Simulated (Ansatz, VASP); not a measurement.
**Ni (Ni wire along [110], 8 atoms a period): VASP beside Ansatz**

Wanted: the spread between two codes on one cell, functional and k mesh. Of the first pair: The structure shown is the start of the Ansatz relaxation below; VASP solves that cell, so the two are compared at the walk's first step.

Program: Ansatz 0.2.0. Level of theory: plane waves, with VASP 6.6.1 beside it; single point at PBE. Results are calculated unless marked as measured.

## Step 1: Set-up

The cell holds 8 atoms: 8 Ni. Cell: a = 10.320 Å, b = 11.778 Å, c = 2.489 Å, α = 90.0°, β = 90.0°, γ = 90.0°. Vacuum lies along a and b. The structure's axis is c.

## Step 2: Ansatz: relaxation, PBE

Ansatz runs on its PAW soft_1 files.

The two programs are compared at the cell with which this relaxation starts, whose forces are those of its first step.

Input file input.yaml:

```yaml
crystal:
  lattice:
    - [10.32, 0.0, 0.0]
    - [0.0, 11.778, 0.0]
    - [0.0, 0.0, 2.4890158698]
  atoms:
    - { symbol: Ni, position: [0.329457364, 0.711328896, 0.0], spin: 0.8 }
    - { symbol: Ni, position: [0.329457364, 0.500001347, 0.0], spin: 0.8 }
    - { symbol: Ni, position: [0.670542636, 0.711328896, 0.0], spin: 0.8 }
    - { symbol: Ni, position: [0.670542636, 0.500001347, 0.0], spin: 0.8 }
    - { symbol: Ni, position: [0.5, 0.394337573, 0.5], spin: 0.8 }
    - { symbol: Ni, position: [0.5, 0.605665122, 0.5], spin: 0.8 }
    - { symbol: Ni, position: [0.329457364, 0.288673799, 0.0], spin: 0.8 }
    - { symbol: Ni, position: [0.670542636, 0.288673799, 0.0], spin: 0.8 }
magnetization:
  spin_polarized: true
kpoints:
  mp_grid: { grid: [1, 1, 33] }
scf:
  occupations: { method: fermi_dirac, width: 0.05 }
hamiltonian:
  xc: pbe
  pseudopotentials: { kind: paw, azcp: { folder: soft_1 } }
relax:
  cell: { fix: [a, b, alpha, beta, gamma] }
  max_steps: 45
  f_tol: 0.03
```

Launch:

```console
ansatz run input.yaml --threads 4 --pin off --max-ram 16384MiB --backend cpu --events-out ev --progress --plain --runs-dir out
```

Numbers of over 12 decimals in the logs are rounded to 6 here.

Log:

```text
Engine: ansatz 0.2.0, x86_64-unknown-linux-gnu
Pseudopotentials: kind: paw
Pseudopotential: Ni, paw, valence charge 18, recommended cutoff 420 eV (normal), soft_1/Ni.paw.azcp
Functional definition: PBE
  parameter kappa = 0.804
  parameter beta = 0.066725
  exchange = pbe_x(kappa = kappa, mu = beta*pi^2/3)
  correlation = pbe_c(beta = beta)
Crystal: 8 atoms, lattice volume = 302.537 Å³
Basis set: ecut = 420 eV, 5893 PW (Γ), exchange–correlation on 144×160×36 points (8 copies of the dense FFT grid, shifted against one another)
Bands: 91, of which v1, the nominal top of the filled ones, is band 72 counted from 1 (71 counted from 0)
Symmetry: 8 space group operations
Space group: Pmmm (ITA 47), of the structure as read, at distance tolerance 6.7e-5 Å
Magnetic group: BNS 47.249 (UNI 347), of the structure as read, at distance tolerance 6.7e-5 Å
k-points: 17 of 33
Non-local potential: Ni, projectors of the file, l = 0: 3, l = 1: 2, l = 2: 3, l = 3: 1
PAW form: soft (Blöchl's): semilocal exchange-correlation on the pseudo side does not see the compensation charge
PAW one-centre angular grid: Ni, 590 points (default); XC on 64 Gauss nodes
Initial density: superposition of atomic densities (neutral atoms: chi_scale 0, normalization atom)
Starting moments: Σ|m| = 6.4 μB on 8 of 8 sites
Initial wavefunctions: pseudopotential atomic-orbital guess
Functional: x = pbe(κ = 0.804, μ = 0.219515), c = pbe(β = 0.066725)
SCF iter   1: F=—  HF=-46700.952512 eV  |F-HF|=—  |Δ(HF+E_count)|=         —  Δρ=2.91e-2 (↑2.91e-2 ↓1.66e-2)  dr2=1.54e1  dr2_m=5.25e-1  M=6.698 μB ∫|m|=6.993 μB  β_m=0.30  ethr=3.10e-3  ⟨swp⟩=7.8  Hψ=13238  notcnv=0  defer=59
Mixer restart at iter 1: flushing history
preconditioner: auto → LDOS  [metal: Δε(μ)=0.002 eV  Ē_g=5.883 eV  σ=0.050 eV  W_gap=0.01  n_scr=50 (ndim 8)  ℏωp=19.1 eV  f_vac=0.544  D(μ)=19.60/eV (n_scr^D=212)]
spin=Collinear: LDOS preconditioning applied to the charge; magnetization (m = ρ↑ − ρ↓) channel mixes plain (no charge-response kernel on spin).
SCF iter   2: F=—  HF=-46703.066247 eV  |F-HF|=—  |Δ(HF+E_count)|=    2.11e0  Δρ=1.88e-2 (↑1.88e-2 ↓1.02e-2)  dr2=3.12e0  dr2_m=3.22e-1  M=6.755 μB ∫|m|=7.146 μB  β_m=0.40  ethr=3.10e-3  ⟨swp⟩=2.9  Hψ=5186  notcnv=0  defer=274
SCF iter   3: F=—  HF=-46707.148926 eV  |F-HF|=—  |Δ(HF+E_count)|=    4.08e0  Δρ=7.79e-3 (↑6.03e-3 ↓7.79e-3)  dr2=1.77e-1  dr2_m=9.23e-2  M=6.720 μB ∫|m|=7.286 μB  β_m=0.48  ethr=2.16e-3  ⟨swp⟩=3.0  Hψ=4804  notcnv=0  defer=274
SCF iter   4: F=—  HF=-46708.242098 eV  |F-HF|=—  |Δ(HF+E_count)|=         —  Δρ=4.62e-3 (↑4.62e-3 ↓3.25e-3)  dr2=1.19e-1  dr2_m=1.50e-2  M=6.537 μB ∫|m|=7.225 μB  β_m=0.48  ethr=1.23e-4  ⟨swp⟩=2.7  Hψ=5117  notcnv=0  defer=284
SCF iter   5: F=—  HF=-46708.766153 eV  |F-HF|=—  |Δ(HF+E_count)|=   5.24e-1  Δρ=2.69e-3 (↑1.14e-3 ↓2.69e-3)  dr2=2.36e-2  dr2_m=7.18e-3  M=6.388 μB ∫|m|=7.146 μB  β_m=0.68  ethr=8.28e-5  ⟨swp⟩=2.1  Hψ=4813  notcnv=0  defer=284
SCF iter   6: F=—  HF=-46708.895088 eV  |F-HF|=—  |Δ(HF+E_count)|=   1.29e-1  Δρ=2.74e-3 (↑7.40e-4 ↓2.74e-3)  dr2=1.94e-2  dr2_m=5.39e-3  M=6.284 μB ∫|m|=7.073 μB  β_m=0.84  ethr=1.64e-5  ⟨swp⟩=2.1  Hψ=4959  notcnv=0  defer=284
SCF iter   7: F=—  HF=-46708.919017 eV  |F-HF|=—  |Δ(HF+E_count)|=   2.39e-2  Δρ=2.81e-3 (↑2.68e-3 ↓2.81e-3)  dr2=5.08e-2  dr2_m=1.46e-4  M=6.273 μB ∫|m|=7.080 μB  β_m=0.64  ethr=1.35e-5  ⟨swp⟩=2.3  Hψ=6023  notcnv=0  defer=284
SCF iter   8: F=—  HF=-46708.907228 eV  |F-HF|=—  |Δ(HF+E_count)|=   1.18e-2  Δρ=4.76e-4 (↑2.34e-4 ↓4.76e-4)  dr2=3.68e-4  dr2_m=3.12e-4  M=6.261 μB ∫|m|=7.056 μB  β_m=0.82  ethr=1.35e-5  ⟨swp⟩=2.3  Hψ=5519  notcnv=0  defer=286
SCF iter   9: F=—  HF=-46708.907681 eV  |F-HF|=—  |Δ(HF+E_count)|=   4.53e-4  Δρ=2.04e-4 (↑1.72e-4 ↓2.04e-4)  dr2=4.56e-4  dr2_m=1.19e-5  M=6.258 μB ∫|m|=7.052 μB  β_m=0.68  ethr=2.56e-7  ⟨swp⟩=2.8  Hψ=5842  notcnv=0  defer=286
[...]
SCF 5 converged in 9 iterations: F = -46709.536513 eV  dr2 = 3.07e-7
relax step   5: F+E_penalty+E_count = -46709.53651304 eV  Δ(F+E_penalty+E_count) = -1.544e-2 eV  max|allowed force component| = 2.878e-2 eV/Å  Δτ_max = 0.0447 Å  P = -0.078 GPa  Ω = 289.931 Å³  energy of the carried Pulay correction = +2.357e-3 eV  fix = [a, b, alpha, beta, gamma]  reactions: a +0.020, b -0.208 GPa  (9 SCF iters, dr2 threshold 8.00e-7 eV, accepted)
Basis set: ecut = 420 eV, 5599 PW (Γ), exchange–correlation on 144×160×32 points (8 copies of the dense FFT grid, shifted against one another)
Initial wavefunctions: pseudopotential atomic-orbital guess (no wavefunctions were taken with the density)
[...]
preconditioner: auto → LDOS  [metal: Δε(μ)=0.002 eV  Ē_g=6.051 eV  σ=0.050 eV  W_gap=0.01  n_scr=20 (ndim 8)  ℏωp=19.5 eV  f_vac=0.589  D(μ)=14.33/eV (n_scr^D=128)]
spin=Collinear: LDOS preconditioning applied to the charge; magnetization (m = ρ↑ − ρ↓) channel mixes plain (no charge-response kernel on spin).
SCF iter   2: F=—  HF=-46709.533113 eV  |F-HF|=—  |Δ(HF+E_count)|=   6.49e-6  Δρ=5.03e-5 (↑5.03e-5 ↓4.86e-5)  dr2=4.34e-5  dr2_m=7.18e-8  M=6.108 μB ∫|m|=6.837 μB  β_m=0.58  ethr=7.40e-8  ⟨swp⟩=2.1  Hψ=4598  notcnv=0
SCF iter   3: F=—  HF=-46709.533112 eV  |F-HF|=—  |Δ(HF+E_count)|=   1.04e-6  Δρ=3.82e-5 (↑3.82e-5 ↓2.10e-5)  dr2=3.51e-6  dr2_m=1.48e-6  M=6.106 μB ∫|m|=6.835 μB  β_m=0.66  ethr=3.01e-8  ⟨swp⟩=1.6  Hψ=3204  notcnv=0
SCF iter   4: F=—  HF=-46709.533115 eV  |F-HF|=—  |Δ(HF+E_count)|=   3.38e-6  Δρ=1.87e-5 (↑1.43e-5 ↓1.87e-5)  dr2=3.49e-6  dr2_m=3.19e-7  M=6.106 μB ∫|m|=6.835 μB  β_m=0.63  ethr=2.44e-9  ⟨swp⟩=2.3  Hψ=5371  notcnv=0
SCF iter   5: F=—  HF=-46709.533116 eV  |F-HF|=—  |Δ(HF+E_count)|=   5.23e-7  Δρ=1.40e-5 (↑1.40e-5 ↓8.85e-6)  dr2=8.17e-7  dr2_m=3.82e-8  M=6.106 μB ∫|m|=6.834 μB  β_m=0.54  ethr=2.43e-9  ⟨swp⟩=2.2  Hψ=5089  notcnv=0
SCF iter   6: F=—  HF=-46709.533116 eV  |F-HF|=—  |Δ(HF+E_count)|=   2.01e-7  Δρ=4.24e-6 (↑1.66e-6 ↓4.24e-6)  dr2=4.56e-8  dr2_m=8.95e-9  M=6.105 μB ∫|m|=6.834 μB  β_m=0.56  ethr=5.67e-10  ⟨swp⟩=2.0  Hψ=4466  notcnv=0
SCF iter   7: F=—  HF=-46709.533116 eV  |F-HF|=—  |Δ(HF+E_count)|=   5.73e-9  Δρ=1.17e-6 (↑1.17e-6 ↓9.25e-7)  dr2=3.54e-9  dr2_m=1.32e-9  M=6.105 μB ∫|m|=6.834 μB  β_m=0.62  ethr=3.17e-11  ⟨swp⟩=3.1  Hψ=6269  notcnv=0
SCF iter   8: F=—  HF=-46709.533116 eV  |F-HF|=—  |Δ(HF+E_count)|=   5.70e-8  Δρ=4.08e-7 (↑2.98e-7 ↓4.08e-7)  dr2=5.55e-10  dr2_m=2.03e-10  M=6.105 μB ∫|m|=6.834 μB  β_m=0.75  ethr=2.46e-12  ⟨swp⟩=3.5  Hψ=6091  notcnv=0
SCF iter   9: F=—  HF=-46709.533116 eV  |F-HF|=—  |Δ(HF+E_count)|=   2.85e-9  Δρ=2.59e-7 (↑2.12e-7 ↓2.59e-7)  dr2=3.81e-10  dr2_m=3.79e-11  M=6.105 μB ∫|m|=6.834 μB  β_m=0.64  ethr=1.00e-12  ⟨swp⟩=2.4  Hψ=4845  notcnv=0
SCF iter  10: F=—  HF=-46709.533116 eV  |F-HF|=—  |Δ(HF+E_count)|=    0.00e0  Δρ=1.01e-7 (↑5.40e-8 ↓1.01e-7)  dr2=2.24e-11  dr2_m=9.72e-12  M=6.105 μB ∫|m|=6.834 μB  β_m=0.75  ethr=1.00e-12  ⟨swp⟩=2.5  Hψ=4173  notcnv=0
SCF iter  11: F=-46709.533116 eV  HF=-46709.533116 eV  |F-HF|=1.53e-10  |Δ(HF+E_count)|=  2.91e-11  Δρ=8.38e-8 (↑3.67e-8 ↓8.38e-8)  dr2=3.77e-11  dr2_m=2.88e-12  M=6.105 μB ∫|m|=6.834 μB  ethr=1.00e-12  ⟨swp⟩=3.0  Hψ=10331  notcnv=0
SCF 6 converged in 11 iterations: F = -46709.533116 eV  dr2 = 3.77e-11
relax step   6: F+E_penalty+E_count = -46709.53311555 eV  Δ(F+E_penalty+E_count) = +3.397e-3 eV  max|allowed force component| = 2.869e-2 eV/Å  Δτ_max = 0.0000 Å  P = -0.065 GPa  Ω = 289.931 Å³  fix = [a, b, alpha, beta, gamma]  reactions: a +0.027, b -0.200 GPa  stress off target by 2.27e-2 GPa on what of the cell is left free  SCF on the basis re-selected at this cell (its energy is not comparable with the rows above)  (11 SCF iters)
basis re-selected at this cell: Δ(F+E_penalty+E_count) = +3.397e-3 eV, ΔP = +0.012 GPa vs the last step (what re-selecting the basis moved, of the pressure what is left beyond the Pulay correction that the steps carried, after the strain that the cell walked since its last selection, with what the two solves' SCF thresholds leave and, on support functions, any second-order correction that the steps lacked; it is no measure of the basis error at this ecutwfc). The dense FFT grid was sized anew with the basis: this SCF ran on 72×80×16 points, the steps before it on 72×80×18, so part of this shift can come from that change (see relax.cell in the input reference). [rest of the remark cut]
SCF converged after 11 iterations
Magnetization: 6.1054 μB (75.0527 up, 68.9473 down)
Absolute magnetization: 6.8414 μB (∫|ρ↑−ρ↓|, with the PAW one-centre terms)
Spin contamination: 0.0845 ħ² per cell (⟨S²⟩ above its minimum at these occupations)
Per-site moments (μB) at R_I (Å): [(0.817884, 0.950040), (0.819253, 0.950040), (0.817884, 0.950040), (0.819253, 0.950040), (0.704011, 0.983938), (0.704011, 0.983938), (0.817884, 0.950040), (0.817884, 0.950040)]
Free energy (F): -46709.533116 eV
Harris-Foulkes:  -46709.533116 eV  (|F-HF|=1.53e-10)
Internal energy: -46709.415561 eV  (E = F + TS)
E sigma→0 (E₀):  -46709.474338 eV
Entropy (-TS):   -0.117554 eV (-14.694 meV/atom)
Fermi energy:    2.397207 eV
--- Per-component energies (eV) ---
  E_band       = -4501.061440
  E_kinetic    = 2709.209074
  E_local      = -94111.094729  (includes V_loc(G=0)·N_el)
  E_nonlocal   = -918.470573
  E_hartree    = 46901.508026
  E_xc         = -890.045912
  E_vxc        = -1147.054951  (∫ρ·V_xc dr)
  E_paw        = -13278.174605  (= ΣΔE_a)
  E_vpaw       = -4836.672787  (= ΣTr[D̂ρ^β])
  E_aug_tail   = 0.007987  (compensation charges beyond the density's cutoff)
  E_ewald      = 12877.645170
  E_smearing   = -0.117554  (= −TS)
  E_closure    = 0.000000  (closes the sum)
  Σ components = -46709.533116   (vs F -46709.533116, Δ=0.00e0)
--- Forces (eV/Å), atoms counted from 1 ---
  atom   1  Ni    -0.01144149    -0.02869089     0.00000000
  atom   2  Ni     0.01546871     0.00000000    -0.00000000
  atom   3  Ni     0.01144149    -0.02869089     0.00000000
  atom   4  Ni    -0.01546871     0.00000000     0.00000000
  atom   5  Ni     0.00000000     0.01530855    -0.00000000
  atom   6  Ni    -0.00000000    -0.01530855     0.00000000
  atom   7  Ni    -0.01144149     0.02869089     0.00000000
  atom   8  Ni     0.01144149     0.02869089    -0.00000000
  max |Σ_I F_I| component: 3.47e-18 eV/Å
--- Stress (GPa, compression-positive) ---
        0.027079      -0.000000       0.000000
       -0.000000      -0.199985       0.000000
        0.000000       0.000000      -0.022689
  P = ⅓ Tr σ = -0.0652 GPa (-0.652 kbar)
--- Relaxed structure (5 steps of the walk, 5 accepted, 1 SCFs on fresh bases) ---
  F+E_penalty+E_count = -46709.53311555 eV   max|allowed force component| = 2.869e-2 eV/Å   (the final SCF, on the basis selected at the relaxed cell)
  cell:  # Å, volume = 289.9313 Å³
    - [10.32, 0.0, 0.0]
    - [0.0, 11.778, 0.0]
    - [0.0, 0.0, 2.385305]
  atoms:
    - { symbol: Ni, position: [0.319400, 0.694740, 0.0] }
    - { symbol: Ni, position: [0.339623, 0.500000, 0.0] }
    - { symbol: Ni, position: [0.680600, 0.694740, 0.0] }
    - { symbol: Ni, position: [0.660377, 0.500000, 0.0] }
    - { symbol: Ni, position: [0.500000, 0.383276, 0.5] }
    - { symbol: Ni, position: [0.500000, 0.616724, 0.5] }
    - { symbol: Ni, position: [0.319400, 0.305260, 0.0] }
    - { symbol: Ni, position: [0.680600, 0.305260, 0.0] }
```

[end of part 1 of 2]

[Lines on the potential files, build, host, timing and source positions are cut from VASP's logs without a mark.]

[Logs are printed without paths, hosts, clocks, repeated set-up lines and the standing remarks that a program may print on its own settings, such as how far it seeks lower states.]

[Hosts, paths, dates, database ids (printed as entryN), source tags and the programs' standing remarks are cut or masked in the printed files.]
